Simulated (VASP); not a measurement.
Here is the system:

```
CELL_PARAMETERS angstrom
      3.65748     0.00000     0.00000
     -1.82874     3.16747     0.00000
      0.00000     0.00000     3.80083
ATOMIC_POSITIONS crystal
  Se 0.33333 0.66667 0.25000
  Se 0.66667 0.33333 0.75000
```

Calculation: r2SCAN meta-GGA, VASP's PBE PAW potentials (set 64) (plane waves; VASP). Run with 400 eV cut-off, 13×13×11 Γ-centred mesh, tetrahedra with Blöchl corrections, potentials Se.

Problem. Tabulate the total density of states (states/eV per cell) against energy (eV; zero at the valence-band maximum or, without a gap, the Fermi level).

Solution. 
```
E (eV) | DOS (states/eV)
    -9.98 |  0.00
    -9.62 |  0.00
    -9.26 |  0.00
    -8.90 |  0.00
    -8.66 |  0.00
    -8.30 |  0.00
    -7.94 |  0.00
    -7.58 |  0.00
    -7.22 |  0.00
    -6.86 |  0.00
    -6.50 | ############ 0.74
    -6.14 | ################### 1.15
    -5.90 | ###################### 1.29
    -5.54 | ###################### 1.34
    -5.18 | ################### 1.10
    -4.82 | ########################### 1.63
    -4.46 | ################### 1.12
    -4.10 | ######################### 1.47
    -3.74 | #################### 1.17
    -3.38 | #################### 1.22
    -3.14 | ####################### 1.34
    -2.78 | ########################## 1.56
    -2.42 | ######################## 1.44
    -2.06 | ################ 0.94
    -1.70 | ############# 0.76
    -1.34 | ################# 0.99
    -0.98 | ##################### 1.23
    -0.62 | ############################## 1.79
    -0.38 | ##################### 1.27
    -0.02 | ######### 0.56
     0.34 | ######################### 1.49
     0.70 | ######################## 1.41
     1.06 | ####################### 1.35
     1.42 | #################### 1.19
     1.78 | ######################### 1.48
     2.14 | ############################# 1.70
     2.38 | ############################# 1.70
     2.74 | ############# 0.76
     3.10 | ###### 0.38
     3.46 |  0.01
```
Within 2 eV below the Fermi level the largest weight inside VASP's projection spheres is Se p.

The structure was generated: Se was put into the hcp type (P6_3/mmc), which need not be its known phase. It was relaxed first, which changed the volume by +8 %.
